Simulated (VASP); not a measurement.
A run of VASP 6.6.1 is set up as follows.

File INCAR:

```
  PREC = Accurate
  ENCUT = 600
  EDIFF = 1E-6
  ISMEAR = -1
  SIGMA = 0.05
  LREAL = False
  LASPH = True
  NELM = 100
  ALGO = Fast
  ISIF = 3
  LWAVE = False
  LCHARG = False
  GGA = PE
  IBRION = 2
  NSW = 60
  EDIFFG = -0.005
```

KPOINTS

```
Automatic mesh
0
Gamma
  6 6 5
```

File POSCAR:

```
LiYHg
1.0
    4.2179400000      0.0000000000      0.0000000000
    0.0000000000      4.2179400000      0.0000000000
    0.0000000000      0.0000000000      5.2510900000
Li Y Hg
1 1 1
Direct
    0.5000000000      0.5000000000      0.5000000000
    0.0000000000      0.0000000000      0.0000000000
    0.5000000000      0.5000000000      0.0000000000
```

Potentials or basis: VASP PAW PBE potentials, release 54 (Li_sv, Y_sv, Hg).

Command:

```console
$ cat potpaw_PBE.54/Li_sv/POTCAR potpaw_PBE.54/Y_sv/POTCAR potpaw_PBE.54/Hg/POTCAR > POTCAR
$ mpirun -np 1 vasp_std > vasp.out
```

**Question.** Estimate the relaxed volume.

**Answer.** 31.08 Å³/atom.

**Question.** Predict the band gap on the k mesh.

**Answer.** None (metal or under the smearing width).

**Question.** What does it give for the relaxed cell?

**Answer.** a = 4.207 Å, b = 4.207 Å, c = 5.269 Å, α = 90.00°, β = 90.00°, γ = 90.00°.

**Question.** What does it give for the space group after relaxing (to 0.05 Å)?

**Answer.** P4/mmm (No. 123).

Final structure:
```xyz
3
Lattice="4.2066 0.0000 0.0000 0.0000 4.2066 0.0000 0.0000 0.0000 5.2690" Properties=species:S:1:pos:R:3 pbc="T T T"
Li    2.1033    2.1033    2.6345
Y     0.0000    0.0000    5.2690
Hg    2.1033    2.1033    0.0000
```

Caveat: the cutoff is under 1.25 times the usual one of these potentials, so pressure, stress and relaxed cells hold a basis-set (Pulay) error. Spin-orbit coupling is left out, which matters for the levels of Hg.
